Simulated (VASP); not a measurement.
KTaO$_{3}$ (cubic perovskite): the lattice constant a from VASP (plane waves, PAW) at several levels of theory. Static lattice.

```
level   lattice constant a (Å)
------  ----------------------
LDA                      3.961
PBE                      4.030
PBEsol                   3.991
SCAN                     3.985
r2SCAN                   3.997
```

The cell of the LDA run:

```
CELL_PARAMETERS angstrom
      3.96125     0.00000     0.00000
      0.00000     3.96125     0.00000
      0.00000     0.00000     3.96125
ATOMIC_POSITIONS crystal
  K  0.00000 0.00000 0.00000
  Ta 0.50000 0.50000 0.50000
  O  0.50000 0.00000 0.50000
  O  0.00000 0.50000 0.50000
  O  0.50000 0.50000 0.00000
```

Only levels that ran to the end are used. Left out are those held back, those with too coarse a band path, GW runs whose mesh misses a band edge, hybrids' fits of cells that aren't cubic and levels without matching references; a question may draw on a part of the rest.

The compound is KTaO3 in the cubic perovskite structure.
